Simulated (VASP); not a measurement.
```xyz
3
Lattice="0.0000 2.8352 2.8352 2.8352 0.0000 2.8352 2.8352 2.8352 0.0000" Properties=species:S:1:pos:R:3 pbc="T T T"
Li     4.2528     4.2528     4.2528
Li     1.4176     1.4176     1.4176
S      0.0000     0.0000     0.0000
```

These are PBE GGA, VASP's PBE PAW potentials (set 64) (plane waves; VASP) values and carry that method's errors. Settings: 400 eV cut-off, 7×7×7 Γ-centred mesh, Fermi-Dirac smearing of 0.020 eV, potentials Li_sv S.

At this cut-off the stress carries a Pulay error, which pulls relaxed volumes low.

Give the stress tensor in GPa (positive for a compressed cell).

```
-1.51   0.00   0.00
 0.00  -1.51   0.00
 0.00   0.00  -1.51
```
The pressure is its mean diagonal, -1.51 GPa.

The structure comes from a computed database's Li2S entry; how it stands against other phases isn't given here. The cell was not relaxed at this level.
